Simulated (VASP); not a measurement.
Here is the system:

```yaml
crystal:
  lattice:
    - [1.71081, 0.00000, 0.00000]
    - [-0.85541, 1.48161, 0.00000]
    - [0.00000, 0.00000, 6.92983]
  atoms:
    - { symbol: B, position: [0.33333, 0.66667, 0.25000] }
    - { symbol: B, position: [0.66667, 0.33333, 0.75000] }
```

Calculation: PBEsol GGA, VASP's PBE PAW potentials (set 64) (plane waves; VASP). Run with 520 eV cut-off, Gaussian smearing of 0.050 eV, potentials B.

Give the energies of bands 1 to 6 at the high-symmetry points, in eV from the Fermi level.

```
band       Γ      M      K       A      L      H
----  ------  -----  -----  ------  -----  -----
1     -17.25  -8.85  -3.44  -17.03  -8.82  -3.38
2     -16.78  -8.79  -3.38  -17.03  -8.82  -3.38
3      -8.92   1.09  -3.38   -7.82   1.22  -3.38
4      -6.42   1.40  -3.33   -7.82   1.22  -3.38
5       2.47   5.17   8.56    5.52   5.58   8.59
6      10.12   5.87   8.56    5.52   5.58   8.59
```

It has no gap at this level: it comes out as a metal or semimetal.

The structure was generated: B was put into the hcp type (P6_3/mmc), which need not be its known phase. It was relaxed first, which changed the volume by +49 %.
